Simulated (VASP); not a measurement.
Here is the system:

```
CELL_PARAMETERS angstrom
      0.00000     2.02278     2.02278
      2.02278     0.00000     2.02278
      2.02278     2.02278     0.00000
ATOMIC_POSITIONS crystal
  Al 0.00000 0.00000 0.00000
  N  0.50000 0.50000 0.50000
```

Computed with PBEsol GGA, VASP's PBE PAW potentials (set 64) (plane waves; VASP). Settings: 620 eV cut-off, 11×11×11 Γ-centred mesh, Gaussian smearing of 0.050 eV, potentials Al N.

**Question.** Estimate the energy per atom (σ→0).

**Answer.** 
- energy per atom (σ→0): -7.726 eV/atom

Total energies compare only between runs with the same potentials, cut-off and functional.

The structure was generated: AlN was put into the rock salt type (Fm-3m), which need not be its known phase. It was relaxed first, which changed the volume by -7 %.
